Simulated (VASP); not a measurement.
Here is the system:

```yaml
crystal:
  lattice:
    - [0.00000, 3.24000, 3.24000]
    - [3.24000, 0.00000, 3.24000]
    - [3.24000, 3.24000, 0.00000]
  atoms:
    - { symbol: In, position: [0.00000, 0.00000, 0.00000] }
    - { symbol: Sb, position: [0.25000, 0.25000, 0.25000] }
```

These are PBEsol GGA, VASP's PBE PAW potentials (set 64) (plane waves; VASP 6.6.1) values and carry that method's errors. Settings: 300 eV cut-off, 5×5×5 Γ-centred mesh, Fermi-Dirac smearing of 0.020 eV, potentials In_d Sb.

Give the energies of bands 7 to 12 at the high-symmetry points, in eV from the Fermi level.

| band | Γ | X | U | L | W |
|---|---|---|---|---|---|
| 7 | -0.27 | -5.96 | -5.82 | -5.66 | -5.85 |
| 8 | 0.00 | -2.28 | -3.16 | -1.01 | -2.90 |
| 9 | 0.00 | -2.28 | -1.94 | -1.01 | -2.77 |
| 10 | 0.00 | 1.25 | 1.54 | 0.46 | 3.47 |
| 11 | 2.92 | 1.26 | 3.64 | 3.77 | 3.91 |
| 12 | 2.92 | 8.11 | 6.20 | 3.77 | 4.17 |

It has no gap at this level: it comes out as a metal or semimetal.

The structure is a typed InSb crystal (F-43m). The cell was not relaxed at this level. The k-mesh is coarse (spacing up to 0.34 per Å, 2π included), so the numbers may not be converged in it.
